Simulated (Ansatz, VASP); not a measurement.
## BiP3 in VASP and in Ansatz

INCAR

```
SYSTEM = BiP3
PREC = Accurate ; ENCUT = 600
EDIFF = 1E-7 ; ISMEAR = 0
SIGMA = 0.1 ; LREAL = .FALSE.
LASPH = .TRUE. ; NELM = 60
ALGO = Normal ; ISIF = 3
LWAVE = .FALSE. ; LCHARG = .FALSE.
GGA = PE ; IBRION = 2
NSW = 100 ; EDIFFG = -0.01
```

The input KPOINTS:

```
Automatic mesh
0
G
  12 12 12
  0 0 0
```

Contents of POSCAR:

```
BiP3
1.0
    4.3194225897      0.0000000000      0.0000000000
    0.0000000000      4.3194225897      0.0000000000
    0.0000000000      0.0000000000      4.3194225897
Bi P
1 3
Direct
    0.0000000000      0.0000000000      0.0000000000
    0.0000000000      0.5000000000      0.5000000000
    0.5000000000      0.0000000000      0.5000000000
    0.5000000000      0.5000000000      0.0000000000
```

Input for Ansatz:

```yaml
crystal:
  lattice:
    - [4.3194225897, 0.0, 0.0]
    - [0.0, 4.3194225897, 0.0]
    - [0.0, 0.0, 4.3194225897]
  atoms:
    - { symbol: Bi, position: [0.0, 0.0, 0.0] }
    - { symbol: P, position: [0.0, 0.5, 0.5] }
    - { symbol: P, position: [0.5, 0.0, 0.5] }
    - { symbol: P, position: [0.5, 0.5, 0.0] }
basis:
  ecutwfc: 420
kpoints:
  mp_grid: { grid: [12, 12, 12] }
hamiltonian:
  xc: pbe
scf:
  occupations: { method: gaussian, width: 0.1 }
output:
  forces: true
  stress: true
  eigenvalues: true
relax:
  adjacent_minimum: "off"
  f_tol: 0.01
  max_steps: 80
  cell: { stress_tol: 0.05 }
```

Alike in both runs: task relaxation of cell and atoms; functional PBE; k mesh 12 × 12 × 12; occupations gaussian, width 0.1 eV; no spin polarisation.

|  | VASP | Ansatz |
| --- | --- | --- |
| version | VASP 6.6.1 | Ansatz 0.2.0 |
| potentials or method | VASP PAW PBE potentials, release 64 (Bi_d, P) | scalar-relativistic, plane waves, PAW |
| plane-wave cutoff (eV) | 600 | 420 |
| valence electrons in the cell | 30 | 30 |

```csv
,VASP,Ansatz,Ansatz less VASP
"gap on the k mesh at the Fermi level, each at its own relaxed structure (eV)",none,none,-
relaxed volume (Å³/atom),19.40,19.41,+0.007
relaxed cell length with the largest relative difference (Å),4.265,4.266,+0.0005
energy change over the relaxation (meV/atom),-7,-7,+0.1
```

A gap of «none» marks a metal or a gap that the smearing closes.

Caveats: spin-orbit coupling is left out, which moves the levels of the heavy elements.
